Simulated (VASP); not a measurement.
Computed with vdW-DF-cx, VASP's PBE PAW potentials (set 64) (plane waves; VASP).

The input files of a VASP run:

File POSCAR:
```
PtAl2
1
    0.0000000000     2.9247387342     2.9247387342
    2.9247387342     0.0000000000     2.9247387342
    2.9247387342     2.9247387342     0.0000000000
Al Pt
2 1
Direct
  0.2500000000   0.2500000000   0.2500000000
  0.7500000000   0.7500000000   0.7500000000
  0.0000000000   0.0000000000   0.0000000000
```

INCAR:
```
SYSTEM = PtAl2
PREC = Accurate
ENCUT = 520
EDIFF = 1E-7
NELM = 100
ALGO = Normal
LREAL = .FALSE.
LASPH = .TRUE.
ISMEAR = 1
SIGMA = 0.1
GGA = CX
LUSE_VDW = .TRUE.
AGGAC = 0.0
LMAXMIX = 6
LWAVE = .FALSE.
LCHARG = .FALSE.
ISIF = 2
```

**KPOINTS**
```
Automatic mesh
0
Gamma
9 9 9
0 0 0
```

POTCAR, in this order: Al Pt (PBE.64 set). Program: vasp_std.

Output of the run:

File OUTCAR:
```
 ion  position               nearest neighbor table
   1  0.250  0.250  0.250-   3 2.53   3 2.53   3 2.53   3 2.53   2 2.92   2 2.92   2 2.92   2 2.92
                             2 2.92   2 2.92
   2  0.750  0.750  0.750-   3 2.53   3 2.53   3 2.53   3 2.53   1 2.92   1 2.92   1 2.92   1 2.92
                             1 2.92   1 2.92
   3  0.000  0.000  0.000-   2 2.53   2 2.53   2 2.53   1 2.53   2 2.53   1 2.53   1 2.53   1 2.53
  LATTYP: Found a face centered cubic cell.
 ALAT       =     5.8494774684
 Subroutine PRICEL returns:
 Original cell was already a primitive cell.
 Subroutine GETGRP returns: Found 48 space group operations
The static configuration has the point symmetry O_h .
The dynamic configuration has the point symmetry O_h .
 Subroutine INISYM returns: Found 48 space group operations
 Subroutine IBZKPT returns following result:
 Found     35 irreducible k-points:

 Following reciprocal coordinates:
            Coordinates               Weight
  0.000000  0.000000  0.000000      1.000000
  0.111111  0.000000  0.000000      8.000000
  0.222222  0.000000  0.000000      8.000000
  0.333333  0.000000  0.000000      8.000000
  0.444444  0.000000  0.000000      8.000000
  0.111111  0.111111  0.000000      6.000000
  0.222222  0.111111  0.000000     24.000000
  0.333333  0.111111  0.000000     24.000000
  0.444444  0.111111  0.000000     24.000000
 -0.444444  0.111111  0.000000     24.000000
 -0.333333  0.111111  0.000000     24.000000
 -0.222222  0.111111  0.000000     24.000000
 -0.111111  0.111111  0.000000     12.000000
  0.222222  0.222222  0.000000      6.000000
  0.333333  0.222222  0.000000     24.000000
  0.444444  0.222222  0.000000     24.000000
 -0.444444  0.222222  0.000000     24.000000
 -0.333333  0.222222  0.000000     24.000000
 -0.222222  0.222222  0.000000     12.000000
  0.333333  0.333333  0.000000      6.000000
  0.444444  0.333333  0.000000     24.000000
 -0.444444  0.333333  0.000000     24.000000
 -0.333333  0.333333  0.000000     12.000000
  0.444444  0.444444  0.000000      6.000000
 -0.444444  0.444444  0.000000     12.000000
  0.333333  0.222222  0.111111     24.000000
  0.444444  0.222222  0.111111     48.000000
 -0.444444  0.222222  0.111111     48.000000
  0.444444  0.333333  0.111111     24.000000
 -0.444444  0.333333  0.111111     48.000000
 -0.333333  0.333333  0.111111     48.000000
 -0.222222  0.333333  0.111111     24.000000
 -0.444444  0.444444  0.111111     24.000000
 -0.333333  0.444444  0.111111     24.000000
 -0.333333  0.444444  0.222222     24.000000
   k-points           NKPTS =     35   k-points in BZ     NKDIM =     35   number of bands    NBANDS=     12
   number of dos      NEDOS =    301   number of ions     NIONS =      3
   total plane-waves  NPLWV =  32768
   dimension x,y,z NGX =    32 NGY =   32 NGZ =   32
   dimension x,y,z NGXF=    64 NGYF=   64 NGZF=   64
   ions per type =               2   1
   PREC   = accura    normal or accurate (medium, high low for compatibility)
   ISTART =      0    job   : 0-new  1-cont  2-samecut
   ICHARG =      2    charge: 1-file 2-atom 10-const
   ISPIN  =      1    spin polarized calculation?
   LNONCOLLINEAR =      F non collinear calculations
   LSORBIT =      F    spin-orbit coupling
   INIWAV =      1    electr: 0-lowe 1-rand  2-diag
   ENCUT  =  520.0 eV  38.22 Ry    6.18 a.u.   7.69  7.69  7.69*2*pi/ulx,y,z
   NELM   =    100;   NELMIN=  2; NELMDL= -5     # of ELM steps
   EDIFF  = 0.1E-06   stopping-criterion for ELM
   LREAL  =      F    real-space projection
   NLSPLINE    = F    spline interpolate recip. space projectors
   LMAXMIX     =    6 max onsite mixed and CHGCAR
   VOSKOWN=      0    Vosko Wilk Nusair interpolation
   EDIFFG = 0.1E-05   stopping-criterion for IOM
...
```

File OSZICAR:
```
       N       E                     dE             d eps       ncg     rms          rms(c)
DAV:   1     0.572036931084E+02    0.57204E+02   -0.68654E+03   848   0.114E+03
DAV:   2    -0.104221920840E+02   -0.67626E+02   -0.60112E+02  1004   0.190E+02
DAV:   3    -0.123866335778E+02   -0.19644E+01   -0.19342E+01  1048   0.319E+01
DAV:   4    -0.124047605504E+02   -0.18127E-01   -0.18124E-01  1008   0.353E+00
DAV:   5    -0.124050263419E+02   -0.26579E-03   -0.26578E-03  1076   0.463E-01    0.927E+00
DAV:   6    -0.119373248215E+02    0.46770E+00   -0.24407E+00   988   0.155E+01    0.251E+00
DAV:   7    -0.118608003179E+02    0.76525E-01   -0.17593E-01   924   0.430E+00    0.179E+00
DAV:   8    -0.118312494495E+02    0.29551E-01   -0.30462E-02   976   0.181E+00    0.233E-01
DAV:   9    -0.118313143398E+02   -0.64890E-04   -0.17443E-03   988   0.410E-01    0.158E-01
DAV:  10    -0.118314231240E+02   -0.10878E-03   -0.30209E-04   932   0.156E-01    0.199E-02
DAV:  11    -0.118314209004E+02    0.22237E-05   -0.16200E-05  1028   0.438E-02    0.958E-03
DAV:  12    -0.118314216801E+02   -0.77973E-06   -0.27523E-06   928   0.133E-02    0.246E-03
DAV:  13    -0.118314215552E+02    0.12484E-06   -0.79336E-07   996   0.896E-03    0.792E-04
DAV:  14    -0.118314215541E+02    0.11659E-08   -0.21158E-08   552   0.139E-03
   1 F= -.11831422E+02 E0= -.11831746E+02  d E =0.973235E-03
```

### OUTCAR
```
------------------------ aborting loop because EDIFF is reached ----------------------------------------
  FORCE on cell =-STRESS in cart. coord.  units (eV):
  Direction    XX          YY          ZZ          XY          YZ          ZX
  --------------------------------------------------------------------------------------
  Total        1.3865316      1.3865316      1.3865316      0.0000000      0.0000000      0.0000000
  in kB       44.3965397     44.3965397     44.3965397      0.0000000      0.0000000      0.0000000
  external PRESSURE =      44.3965397 kB  Pullay stress =       0.0000000 kB
  volume of cell :       50.04
      direct lattice vectors                 reciprocal lattice vectors
     0.000000000  2.924738734  2.924738734    -0.170955441  0.170955441  0.170955441
     2.924738734  0.000000000  2.924738734     0.170955441 -0.170955441  0.170955441
     2.924738734  2.924738734  0.000000000     0.170955441  0.170955441 -0.170955441
 POSITION                                       TOTAL-FORCE (eV/Angst)
 -----------------------------------------------------------------------------------
      1.46237      1.46237      1.46237        -0.000000     -0.000000     -0.000000
      4.38711      4.38711      4.38711         0.000000      0.000000      0.000000
      0.00000      0.00000      0.00000        -0.000000      0.000000     -0.000000
 -----------------------------------------------------------------------------------
    total drift:                                0.000000     -0.000000      0.000000
  FREE ENERGIE OF THE ION-ELECTRON SYSTEM (eV)
  ---------------------------------------------------
  free  energy   TOTEN  =       -11.8314215541 eV

  energy  without entropy=      -11.8323947889  energy(sigma->0) =      -11.83174597
```
(Selected blocks of OUTCAR.)

The compound is PtAl2 in the fluorite structure. This cell is one point of a volume scan, at 0.97 of the reference volume.
